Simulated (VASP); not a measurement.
Method: PBE GGA, VASP's PBE PAW potentials (set 64) (plane waves; VASP).

Input for VASP

**INCAR**
```
# general
SYSTEM  = Zn
PREC    = Accurate
ENCUT   = 400
LREAL   = .False.
LASPH   = .True.

# electronic loop
EDIFF   = 1E-6
NELM    = 100
ALGO    = Normal
LMAXMIX = 4

# smearing
ISMEAR  = 1
SIGMA   = 0.1

# functional
GGA     = PE

# ions
ISIF    = 2

# output
LWAVE   = .False.
LCHARG  = .False.
```

**KPOINTS**
```
Regular mesh
0
Gamma
  12 12 6
```

POSCAR:
```
Zn
1
    1.3566000000    -2.3497010000     0.0000000000
    1.3566000000     2.3497010000     0.0000000000
    0.0000000000     0.0000000000     5.0490000000
Zn
2
Direct
  0.3333330000   0.6666670000   0.2500000000
  0.6666670000   0.3333330000   0.7500000000
```

POTCAR, in this order: Zn (PBE.64 set). Program: vasp_std.

Problem. What does the run give for the energy per atom (σ→0), pressure, band gap (on the k-mesh)?

Solution. 
energy per atom (σ→0): -1.090 eV/atom
band gap (on the k-mesh): none (metal, semimetal or under 0.01 eV)
pressure: -3.94 GPa

**OSZICAR**
```
...
DAV:   5    -0.236114090419E+01   -0.93653E-05   -0.93650E-05  3024   0.926E-02    0.352E+00
DAV:   6    -0.219094026133E+01    0.17020E+00   -0.87250E-01  2520   0.202E+01    0.273E+00
DAV:   7    -0.218373312968E+01    0.72071E-02   -0.25636E-02  3040   0.291E+00    0.142E+00
DAV:   8    -0.217997585727E+01    0.37573E-02   -0.17723E-03  3144   0.672E-01    0.467E-02
DAV:   9    -0.217998927283E+01   -0.13416E-04   -0.25008E-04  3360   0.230E-01    0.337E-02
DAV:  10    -0.217999242347E+01   -0.31506E-05   -0.23336E-05  2680   0.666E-02    0.250E-03
DAV:  11    -0.217999221833E+01    0.20514E-06   -0.13651E-07  1656   0.485E-03
   1 F= -.21799922E+01 E0= -.21802054E+01  d E =0.639610E-03
```

The compound is Zn in the hcp structure. The cell was not relaxed at this level.
